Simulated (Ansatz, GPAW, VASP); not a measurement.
Code comparison for Be₅Pt (P1, 6 atoms in the cell)

Self-consistent single point.

```
Be5Pt
1.0
    0.00000     2.98130     2.98130
    2.98130     0.00000     2.98130
    2.98130     2.98130     0.00000
Be Pt
5 1
Direct
  0.25693   0.26616   0.24625
  0.63690   0.61105   0.12134
  0.60390   0.12570   0.62981
  0.61243   0.62373   0.64228
  0.12997   0.63446   0.61194
  0.00987   0.98889   0.99839
```

Shared settings, as Ansatz (a first-principles code) writes them: kpoints.mp_grid.grid = 5 5 5; scf.occupations.method = fermi_dirac; scf.occupations.width = 0.136 eV. Potentials and cutoffs stand in the table.

```
code                                                            model  pressure (GPa)  largest force (eV/Å)  cutoff
------  -------------------------------------------------------------  --------------  --------------------  ------
Ansatz                    LDA (PW92), default PAW files made with PBE           -6.05                 0.822  420 eV
GPAW    LDA (Perdew-Wang 92), GPAW PAW datasets LDA (gpaw-data 1.0.1)           -4.59                 0.833  800 eV
VASP                     LDA (PZ), VASP's LDA PAW potentials (set 64)           -5.56                 0.825  300 eV
```

Size of the force on each atom (eV/Å): Sizes of forces hide their directions.

```tsv
code	Be1	Be2	Be3	Be4	Be5	Pt6
Ansatz	0.313	0.500	0.613	0.822	0.340	0.611
GPAW	0.320	0.507	0.620	0.833	0.340	0.622
VASP	0.317	0.503	0.615	0.825	0.339	0.613
```

On Ansatz's run: spin-orbit coupling is off. Spin polarisation is off.

The spread over the programs that give each value: pressure within 1.46 GPa; largest force within 0.011 eV/Å.

Ansatz's pressure is given at a fixed set of plane waves, as the other plane-wave codes print theirs; with its correction for the finite basis it is -6.01 GPa. The same LDA comes in different parametrisations, which differ slightly.

VASP's run is marked for a possible Pulay error in its stress at this cutoff; no cutoff test was made.

The starting cell comes from a database of computed structures (which also holds hypothetical and non-ambient phases and stackings), without a prior relaxation at this level. Its atoms were displaced at random from the sites of space group no. 216.

Left out of this page: Quantum ESPRESSO, ABINIT, CP2K and SIESTA (not drawn, or without a comparable value).

Keys are those of Ansatz 0.2.
